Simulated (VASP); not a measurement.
Data:

```yaml
crystal:
  lattice:
    - [0.00000, 2.23928, 2.23928]
    - [2.23928, 0.00000, 2.23928]
    - [2.23928, 2.23928, 0.00000]
  atoms:
    - { symbol: Na, position: [0.00000, 0.00000, 0.00000] }
    - { symbol: F, position: [0.50000, 0.50000, 0.50000] }
```

The numbers are results of r2SCAN meta-GGA, VASP's PBE PAW potentials (set 64) (plane waves; VASP), not measurements. Run with 520 eV cut-off, 10×10×10 Γ-centred mesh, Gaussian smearing of 0.050 eV, potentials Na_pv F.

### Question
What does the run give for the energy per atom (σ→0), pressure, band gap (on the k-mesh) with the smallest direct gap where there is one?

### Answer

- band gap (on the k-mesh) = 7.79 eV
- smallest direct gap (on the k-mesh) = 7.79 eV
- energy per atom (σ→0) = -607.1 kJ/mol of atoms
- pressure = 4.29 GPa

Only differences to runs with the same potentials and settings are physical.

The compound is NaF in the rock salt structure. This cell is one point of a volume scan, at 0.94 of the reference volume.
